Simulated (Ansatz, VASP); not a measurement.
# One calculation of LuScAs2, two programs

File POSCAR:

```
LuScAs2
1.0
    1.9726542487      1.1389124615      6.4335176529
   -1.9726542487      1.1389124615      6.4335176529
    0.0000000000     -2.2778249230      6.4335176529
Sc Lu As
1 1 2
Direct
    1.0000000000      0.0000000000      0.0000000000
    0.5000000000      0.5000000000      0.5000000000
    0.2528735518      0.2528735518      0.2528735518
    0.7471264482      0.7471264482      0.7471264482
```

The input INCAR.step1:

```
ALGO = Normal
EDIFF = 1E-4
ENCUT = 520
GGA = PE
ISMEAR = -1
LASPH = True
LCHARG = False
LREAL = False
LWAVE = True
NBANDS = 31
NELM = 80
PREC = Accurate
SIGMA = 0.02
```

The input INCAR.step2:

```
ALGO = Normal
BPARAM = 11.95
CPARAM = 0.0093
EDIFF = 1E-6
ENCUT = 520
ISIF = 2
ISMEAR = -1
ISTART = 1
IVDW_NL = 2
LASPH = True
LCHARG = True
LELF = True
LMIXTAU = True
LREAL = False
LUSE_VDW = True
LVHAR = True
LWAVE = False
METAGGA = R2SCAN
NBANDS = 31
NELM = 80
PREC = Accurate
SIGMA = 0.02
```

Contents of KPOINTS:

```
k-points
0
Gamma
  6 6 6
```

Input for Ansatz:

```yaml
crystal:
  lattice:
    - [1.9726542487, 1.1389124615, 6.4335176529]
    - [-1.9726542487, 1.1389124615, 6.4335176529]
    - [0.0, -2.277824923, 6.4335176529]
  atoms:
    - { symbol: Sc, position: [1.0, 0.0, 0.0] }
    - { symbol: Lu, position: [0.5, 0.5, 0.5] }
    - { symbol: As, position: [0.2528735518, 0.2528735518, 0.2528735518] }
    - { symbol: As, position: [0.7471264482, 0.7471264482, 0.7471264482] }
kpoints:
  mp_grid: { grid: [6, 6, 6] }
hamiltonian:
  xc: r2scan
  dispersion: rvv10
scf:
  occupations: { method: fermi_dirac, width: 0.02 }
  n_extra_bands: 5
output:
  forces: true
  stress: true
  eigenvalues: true
```

Alike in both runs: task single point; functional r2SCAN; dispersion rVV10; k mesh 6 × 6 × 6; occupations fermi-dirac, width 0.02 eV; no spin polarisation.

|  | VASP | Ansatz |
| --- | --- | --- |
| version | VASP 6.6.1 | Ansatz 0.2.0 |
| potentials or method | VASP PAW PBE potentials, release 64 (Sc_sv, Lu, As) | plane waves |
| plane-wave cutoff (eV) | 520 | 500 |
| valence electrons in the cell | 46 | 66 |

VASP gave:

* pressure (GPa): -0.5
* largest component of the traceless stress (GPa): 0.04
* rms of the force components (eV/Å): 0.005

Estimate Ansatz's values.

pressure (GPa): -1.0; largest component of the traceless stress (GPa): 0.07; rms of the force components (eV/Å): 0.002.

Atom by atom the forces differ by 0.006 eV/Å (rms over components). The two sets of potentials don't hold the same shells in valence.

Caveats: the PAW data sets were made with another functional, which shifts forces and pressure a little (VASP). Spin-orbit coupling is left out, which matters for the levels of Lu.
